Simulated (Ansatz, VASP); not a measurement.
## Two plane-wave programs on Be2Al

```
Be Al
1.0
     3.65331    0.00000    0.00000
    -1.82666    3.16386    0.00000
     0.00000    0.00000    2.71292
Be Al
2 1
Direct
  0.33333 0.66667 0.50000
  0.66667 0.33333 0.50000
  0.00000 0.00000 0.00000
```

Alike in both runs: functional PBE; dispersion D3(BJ); k mesh 6 × 6 × 6; occupations gaussian, width 0.1 eV; no spin polarisation.

Ansatz relaxed the structure, and its values are those at the end. VASP's run is a single point on that final structure, the one shown.

```csv
,VASP,Ansatz
version,VASP 6.6.1,Ansatz 0.2.0
potentials or method,"VASP PAW PBE potentials, release 64 (Be, Al)","scalar-relativistic, plane waves, PAW"
plane-wave cutoff (eV),520,420
valence electrons in the cell,7,7
```

```csv
,VASP,Ansatz,Ansatz less VASP
gap on the k mesh at the Fermi level (eV),none,none,-
pressure (GPa),0.1,0.0,-0.07
```

A gap of «none» marks a metal or a gap that the smearing closes. With one functional, cell and mesh, what is left measures potentials, basis and numerics.

Caveats: the k mesh is coarse (spacing up to 0.39 Å⁻¹), so the values aren't converged; pairwise dispersion overbinds metals, which lowers pressure and volume.
